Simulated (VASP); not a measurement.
Input:

```xyz
2
Lattice="0.0000 2.4082 2.4082 2.4082 0.0000 2.4082 2.4082 2.4082 0.0000" Properties=species:S:1:pos:R:3 pbc="T T T"
B      1.2041     1.2041     1.2041
As     0.0000     0.0000     0.0000
```

The numbers are results of HSE06 screened hybrid, VASP's PBE PAW potentials (set 64) (plane waves; VASP), not measurements. Settings: 500 eV cut-off, 8×8×8 Γ-centred mesh, Gaussian smearing of 0.050 eV, potentials B As.

Q: Give the stress tensor in GPa (positive for a compressed cell).

A: 
```
-4.03   0.00   0.00
 0.00  -4.03   0.00
 0.00   0.00  -4.03
```
The pressure is its mean diagonal, -4.03 GPa.

The structure comes from a computed database's BAs entry (F-43m); how it stands against other phases isn't given here. It was relaxed first. The cell's shape comes from a PBE relaxation.
